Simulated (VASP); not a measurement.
OSZICAR of a VASP run on Ta (bcc):

**OSZICAR**
```
       N       E                     dE             d eps       ncg     rms          rms(c)
DAV:   1     0.747308525473E+02    0.74731E+02   -0.54675E+03  3760   0.104E+03
DAV:   2    -0.111198724689E+02   -0.85851E+02   -0.84078E+02  4650   0.320E+02
DAV:   3    -0.129988291222E+02   -0.18790E+01   -0.18486E+01  4428   0.462E+01
DAV:   4    -0.130110874171E+02   -0.12258E-01   -0.12242E-01  4144   0.387E+00
DAV:   5    -0.130111859914E+02   -0.98574E-04   -0.98569E-04  4164   0.319E-01    0.132E+01
DAV:   6    -0.126421839697E+02    0.36900E+00   -0.40439E-01  4086   0.795E+00    0.640E+00
DAV:   7    -0.125333894552E+02    0.10879E+00   -0.31411E-01  4126   0.663E+00    0.115E+00
DAV:   8    -0.125327279644E+02    0.66149E-03   -0.20149E-03  4140   0.502E-01    0.297E-01
DAV:   9    -0.125320476669E+02    0.68030E-03   -0.91880E-04  4274   0.414E-01    0.485E-02
DAV:  10    -0.125320529439E+02   -0.52770E-05   -0.16294E-05  4226   0.504E-02    0.270E-02
DAV:  11    -0.125320501597E+02    0.27842E-05   -0.18674E-06  3874   0.212E-02    0.267E-03
DAV:  12    -0.125320502128E+02   -0.53167E-07   -0.26754E-08  1964   0.215E-03
   1 F= -.12532050E+02 E0= -.12531480E+02  d E =-.114028E-02  mag=     0.0000    -0.0000    -0.0000
       N       E                     dE             ncg
```

Q: Which electronic solver shows in the log?

A: It is blocked Davidson (ALGO = Normal, or the opening steps of other solvers). The INCAR had ALGO = Normal.

Q: How was spin treated?

A: With non-collinear spinors: mag has three components.

Q: Can the final energy be trusted as converged?

A: Self-consistency was reached. It stopped with EDIFF = 1E-6, NELM = 100 (PBE GGA with spin-orbit coupling, plane waves, VASP's PBE PAW potentials (set 64)).

The compound is Ta in the bcc structure. It was relaxed first.
